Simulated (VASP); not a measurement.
Method: PBEsol GGA, VASP's PBE PAW potentials (set 64) (plane waves; VASP 6.6.1). For the alloy's cell: Settings: 400 eV cut-off, 8×8×15 Γ-centred mesh, tetrahedra with Blöchl corrections, potentials Pd Ir.

| end member | E (eV/atom) | V (Å³/atom) | gap (eV) |
|---|---|---|---|
| Ir (fcc) | -9.8195 | 14.08 | 0.00 |
| Pd (fcc) | -5.9608 | 14.51 | 0.00 |

An ordered cell with a fraction 0.75 of the second end member relaxes to

```
CELL_PARAMETERS angstrom
      0.01916     3.85480     3.85038
      3.85480     0.01916     3.85038
      1.93698     1.93698     0.00000
ATOMIC_POSITIONS crystal
  Pd 0.00000 0.00000 0.00000
  Pd 0.00000 0.50000 0.00000
  Pd 0.50000 0.00000 0.00000
  Ir 0.50000 0.50000 0.00000
```

Unless said otherwise, spin-orbit coupling is left out, though it shifts the bands of the heavy elements here.

Q: Estimate the mixing energy, the deviation from a linear volume and the gap.

A: Its energy is -6.8389 eV/atom, so the mixing energy is 87 meV/atom. The volume of 14.30 Å³/atom lies -0.7 % from the linear mean. The cell is without a gap at this level.
